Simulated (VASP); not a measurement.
These are PBE GGA with D3 dispersion (zero damping), VASP's PBE PAW potentials (set 64) (plane waves; VASP 6.6.1) values and carry that method's errors.

Input for VASP

### POSCAR
```
NiO
1
    4.1686123764     2.0827478209     2.0827478209
    2.0827478209     4.1686123764     2.0827478209
    2.0827478209     2.0827478209     4.1686123764
Ni O
2 2
Direct
  0.0000000000   0.0000000000   0.0000000000
  0.5000000000   0.5000000000   0.5000000000
  0.2500000000   0.2500000000   0.2500000000
  0.7500000000   0.7500000000   0.7500000000
```

**KPOINTS**
```
K-points
0
G
  10 10 10
0 0 0
```

### INCAR
```
# general
SYSTEM  = NiO
PREC    = Accurate
ENCUT   = 520
LREAL   = F   # projection in real space or not
LASPH   = T

# electronic loop
EDIFF   = 1E-7
NELM    = 100   # most electronic steps
ALGO    = Normal
LMAXMIX = 4   # l cut-off of mixed one-centre charges

# smearing
ISMEAR  = -5   # tetrahedra, Bloechl

# functional
GGA     = PE   # PBE
IVDW    = 11   # D3, zero damping

# spin
ISPIN   = 2   # spin-polarised
MAGMOM  = 1.3 -1.3 2*0.0

# ions
ISIF    = 2   # forces and stress, cell fixed

# output
LWAVE   = F
LCHARG  = T
LORBIT  = 11
NEDOS   = 601   # DOS grid

# other
LEFG    = T
```

POTCAR, in this order: Ni O (PBE.64 set). Program: vasp_std.

The run wrote:

OSZICAR:
```
       N       E                     dE             d eps       ncg     rms          rms(c)
DAV:   1     0.256782394954E+03    0.25678E+03   -0.15863E+04  9480   0.211E+03
DAV:   2     0.276992308326E+01   -0.25401E+03   -0.23758E+03  9588   0.408E+02
DAV:   3    -0.266352340238E+02   -0.29405E+02   -0.27927E+02 10704   0.157E+02
DAV:   4    -0.275625792949E+02   -0.92735E+00   -0.92186E+00 10344   0.299E+01
DAV:   5    -0.275890503187E+02   -0.26471E-01   -0.26495E-01 11140   0.473E+00    0.206E+01
DAV:   6    -0.248009056084E+02    0.27881E+01   -0.43982E+01 13948   0.110E+02    0.215E+01
DAV:   7    -0.233454438623E+02    0.14555E+01   -0.71813E+00 11908   0.814E+01    0.950E+00
DAV:   8    -0.235454762236E+02   -0.20003E+00   -0.21188E+00 10520   0.128E+01    0.620E+00
DAV:   9    -0.234611791545E+02    0.84297E-01   -0.20137E-01 15032   0.125E+01    0.177E+00
DAV:  10    -0.234807463185E+02   -0.19567E-01   -0.77942E-02 13176   0.431E+00    0.883E-01
DAV:  11    -0.234807893612E+02   -0.43043E-04   -0.17639E-02 14752   0.377E+00    0.156E-01
DAV:  12    -0.234812012980E+02   -0.41194E-03   -0.40694E-03  9604   0.563E-01    0.119E-01
DAV:  13    -0.234811206841E+02    0.80614E-04   -0.39376E-04 13508   0.207E-01    0.534E-02
DAV:  14    -0.234811341474E+02   -0.13463E-04   -0.12501E-04 11796   0.229E-01    0.351E-02
DAV:  15    -0.234811328007E+02    0.13467E-05   -0.22960E-05 12620   0.857E-02    0.967E-03
DAV:  16    -0.234811326522E+02    0.14845E-06   -0.34509E-06 13660   0.250E-02    0.272E-03
DAV:  17    -0.234811325554E+02    0.96862E-07   -0.17486E-07  6804   0.647E-03
   1 F= -.24284250E+02 E0= -.24284250E+02  d E =0.000000E+00  mag=     0.0000
```

**OUTCAR**
```
------------------------ aborting loop because EDIFF is reached ----------------------------------------
 Edisp (eV)   -0.80312
  FORCE on cell =-STRESS in cart. coord.  units (eV):
  Direction    XX          YY          ZZ          XY          YZ          ZX
  --------------------------------------------------------------------------------------
  Total       0.02111     0.02111     0.02111    -0.04944    -0.04944    -0.04944
  in kB       0.93274     0.93274     0.93274    -2.18441    -2.18441    -2.18441
  external pressure =        0.93 kB  Pullay stress =        0.00 kB
  volume of cell :       36.26
      direct lattice vectors                 reciprocal lattice vectors
     4.168612376  2.082747821  2.082747821     0.359607958 -0.119809556 -0.119809556
     2.082747821  4.168612376  2.082747821    -0.119809556  0.359607958 -0.119809556
     2.082747821  2.082747821  4.168612376    -0.119809556 -0.119809556  0.359607958
 POSITION                                       TOTAL-FORCE (eV/Angst)
 -----------------------------------------------------------------------------------
      0.00000      0.00000      0.00000         0.000000      0.000000     -0.000000
      4.16705      4.16705      4.16705        -0.000000      0.000000      0.000000
      2.08353      2.08353      2.08353        -0.000000     -0.000000     -0.000000
      6.25058      6.25058      6.25058         0.000000      0.000000      0.000000
 -----------------------------------------------------------------------------------
    total drift:                                0.000000     -0.000000     -0.000000
  FREE ENERGIE OF THE ION-ELECTRON SYSTEM (eV)
  ---------------------------------------------------
  free  energy   TOTEN  =       -24.2842497321 eV

  energy  without entropy=      -24.2842497321  energy(sigma->0) =      -24.28424973

 total charge

# of ion       s       p       d       tot
------------------------------------------
    1        0.331   0.406   8.268   9.005
    2        0.331   0.406   8.268   9.005
    3        1.562   3.413   0.000   4.975
    4        1.562   3.413   0.000   4.975
--------------------------------------------------
tot          3.786   7.637  16.537  27.960

 magnetization (x)

# of ion       s       p       d       tot
------------------------------------------
    1       -0.010  -0.014   1.364   1.340
    2        0.010   0.014  -1.364  -1.340
    3        0.000   0.000   0.000   0.000
    4        0.000   0.000   0.000   0.000
--------------------------------------------------
tot          0.000   0.000   0.000   0.000

 Electric field gradients after diagonalization (V/A^2)
 (convention: |V_zz| > |V_xx| > |V_yy|)
----------------------------------------------------------------------
 ion       V_xx      V_yy      V_zz     asymmetry (V_yy - V_xx)/ V_zz
----------------------------------------------------------------------
   1      -0.839    -0.839     1.678       0.000
   2      -0.839    -0.839     1.678       0.000
   3       1.568     1.568    -3.135       0.000
   4       1.568     1.568    -3.135       0.000
```
(Selected blocks of OUTCAR.)

The compound is NiO in the rock salt, AFM-II order structure. It was relaxed first.
